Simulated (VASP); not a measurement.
Calculation: vdW-DF-cx, VASP's PBE PAW potentials (set 64) (plane waves; VASP 6.6.1).

The input files of a VASP run:

**POSCAR**
```
GaN
1.0
  0.0000000000   2.2520088222   2.2520088222
  2.2520088222   0.0000000000   2.2520088222
  2.2520088222   2.2520088222   0.0000000000
Ga N
1 1
Cartesian
  0.0000000000   0.0000000000   0.0000000000
  1.1260044111   1.1260044111   1.1260044111
```

INCAR:
```
! general
SYSTEM  =GaN
PREC    =Accurate
ENCUT   =520   ! plane-wave cut-off (eV)
LREAL   =.FALSE.   ! projection in real space or not
LASPH   =.TRUE.   ! aspherical one-centre terms
ICHARG  =11   ! fixed density

! electronic loop
EDIFF   =1E-7   ! SCF stop (eV)
NELM    =100   ! most electronic steps
ALGO    =Normal   ! blocked Davidson
LMAXMIX =4   ! l cut-off of mixed one-centre charges

! smearing
ISMEAR  =0
SIGMA   =0.05

! functional
GGA     =CX
LUSE_VDW=.TRUE.
AGGAC   =0.0

! output
LWAVE   =.FALSE.
LCHARG  =.FALSE.
LORBIT  =11   ! lm-projected
```

### KPOINTS
```
k-points along high-symmetry lines
15
Line-mode
Reciprocal
  0.000000   0.000000   0.000000 ! GAMMA
 -0.500000  -0.500000   0.000000 ! X

 -0.500000  -0.500000   0.000000 ! X
 -0.375000  -0.375000   0.250000 ! U

 -0.375000   0.000000   0.375000 ! K
  0.000000   0.000000   0.000000 ! GAMMA

  0.000000   0.000000   0.000000 ! GAMMA
  0.000000   0.000000   0.500000 ! L

  0.000000   0.000000   0.500000 ! L
 -0.500000  -0.250000   0.250000 ! W

 -0.500000  -0.250000   0.250000 ! W
 -0.500000  -0.500000   0.000000 ! X
```

POTCAR, in this order: Ga_d N (PBE.64 set). Program: vasp_std. Read from the step before: CHGCAR.

What VASP printed:

**OSZICAR**
```
       N       E                     dE             d eps       ncg     rms          rms(c)
DAV:   1     0.876679537538E+02    0.87668E+02   -0.97494E+03  2494   0.252E+03
DAV:   2    -0.412749620908E+00   -0.88081E+02   -0.83436E+02  2745   0.358E+02
DAV:   3    -0.648144450161E+01   -0.60687E+01   -0.59855E+01  2550   0.816E+01
DAV:   4    -0.657985857064E+01   -0.98414E-01   -0.98347E-01  2860   0.111E+01
DAV:   5    -0.658113115144E+01   -0.12726E-02   -0.12726E-02  2553   0.114E+00
DAV:   6    -0.658117567074E+01   -0.44519E-04   -0.44519E-04  3272   0.191E-01
DAV:   7    -0.658117659945E+01   -0.92871E-06   -0.92870E-06  2528   0.180E-02
DAV:   8    -0.658117664123E+01   -0.41778E-07   -0.41764E-07  2245   0.302E-03
   1 F= -.65811766E+01 E0= -.65811766E+01  d E =-.318144E-19
```

**OUTCAR**
```
 val. band max:        5.1829366651   @ k =   0.0000   0.0000   0.0000

 cond. band min:       6.9148683841   @ k =   0.0000   0.0000   0.0000



 k-point     1 :       0.0000    0.0000    0.0000
  band No.  band energies     occupation
      1     -10.7514      2.00000
      2      -8.2913      2.00000
      3      -8.2913      2.00000
      4      -8.2913      2.00000
      5      -7.9708      2.00000
      6      -7.9708      2.00000
      7       5.1829      2.00000
      8       5.1829      2.00000
      9       5.1829      2.00000
     10       6.9149      0.00000
     11      15.4283      0.00000
     12      15.4283      0.00000
     13      15.4283      0.00000

 k-point     2 :      -0.0357   -0.0357    0.0000
  band No.  band energies     occupation
      1     -10.7318      2.00000
      2      -8.2879      2.00000
      3      -8.2879      2.00000
      4      -8.2872      2.00000
      5      -7.9724      2.00000
      6      -7.9699      2.00000
      7       4.9737      2.00000
      8       5.1399      2.00000
      9       5.1399      2.00000
     10       7.1302      0.00000
     11      15.3045      0.00000
     12      15.4718      0.00000
     13      15.4718      0.00000

 k-point     3 :      -0.0714   -0.0714    0.0000
  band No.  band energies     occupation
      1     -10.6742      2.00000
      2      -8.2779      2.00000
      3      -8.2779      2.00000
      4      -8.2740      2.00000
      5      -7.9767      2.00000
      6      -7.9670      2.00000
      7       4.5157      2.00000
      8       5.0151      2.00000
      9       5.0151      2.00000
     10       7.6031      0.00000
     11      14.9678      0.00000
     12      15.5994      0.00000
     13      15.5994      0.00000

 k-point     4 :      -0.1071   -0.1071    0.0000
  band No.  band energies     occupation
      1     -10.5823      2.00000
      2      -8.2616      2.00000
      3      -8.2616      2.00000
      4      -8.2498      2.00000
...
```

The density is held fixed in this step, so its total energy and stress have no physical meaning.

The compound is GaN in the zinc blende structure, a metastable form; wurtzite is the usual one. It was relaxed first.
